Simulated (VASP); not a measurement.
Input of a VASP 6.6.1 run:

The input INCAR:

```
PREC     = Accurate       # precision mode
ENCUT    = 520            # plane-wave cutoff, eV
EDIFF    = 1E-6           # SCF threshold, eV
ISMEAR   = 1              # smearing method
SIGMA    = 0.15           # smearing width, eV
LREAL    = False          # projectors in reciprocal space
LASPH    = True           # aspherical terms in the spheres
NELM     = 100            # most SCF steps
ALGO     = Fast           # electronic algorithm
ISIF     = 2              # what is computed and relaxed
LWAVE    = False          # write WAVECAR
LCHARG   = True           # write CHGCAR
GGA      = PE             # functional
LELF     = True           # ELF
LVHAR    = True         
NBANDS   = 70             # bands
```

The input KPOINTS:

```
Automatic mesh
0
Gamma
  3 3 2
```

File POSCAR:

```
Cs3ScGe2O8
1.0
    6.0209320000     -0.1825540000     -0.0967050000
   -3.1685620000      5.3332540000      0.2304150000
   -0.1254090000      0.2726270000      8.0786830000
Sc Ge O Cs
1 2 8 3
Direct
   -0.0067082249      0.0005686610      0.5043688746
    0.6620823920      0.3248154977      0.7394287305
    0.3296065057      0.6662310158      0.2584988144
    0.7203982823      0.3426729623      0.9466987534
    0.3251130865      0.6587293929      0.0383693639
    0.3174894580      0.1419783081      0.6445898281
    0.8120840300      0.1755107744      0.6452722889
    0.8259610181      0.6779495491      0.6677267588
    0.1549303525      0.3186959442      0.3452803153
    0.1910415163      0.8323142462      0.3367755589
    0.6636037214      0.7987034980      0.3443638686
    0.6710709438      0.3368642792      0.3139341317
    0.3246983627      0.6651150005      0.6931292492
    0.9897815741      0.9973072674      1.0020783429
```

Potentials or basis: VASP PAW PBE potentials, release 64 (Sc_sv, Ge_d, O, Cs_sv).

The run is started by

```console
$ cat potpaw_PBE.64/Sc_sv/POTCAR potpaw_PBE.64/Ge_d/POTCAR potpaw_PBE.64/O/POTCAR potpaw_PBE.64/Cs_sv/POTCAR > POTCAR
$ mpirun -np 1 vasp_std > vasp.out
```

Predict the band gap on the k mesh.

none (metal or under the smearing width).

Predict the pressure.

-0.8 GPa.

Estimate the largest force.

2.394 eV/Å.

Stress tensor (GPa, compression positive):
```
-0.61  1.15 -0.03
 1.15 -2.39 -1.64
-0.03 -1.64  0.50
```

Caveat: the k mesh is coarse (spacing up to 0.41 Å⁻¹), so the values aren't converged; forces of over 1 eV/Å show positions far from the minimum, so gaps and moduli don't describe the material at rest. Spin-orbit coupling is left out, which matters for the levels of Cs.
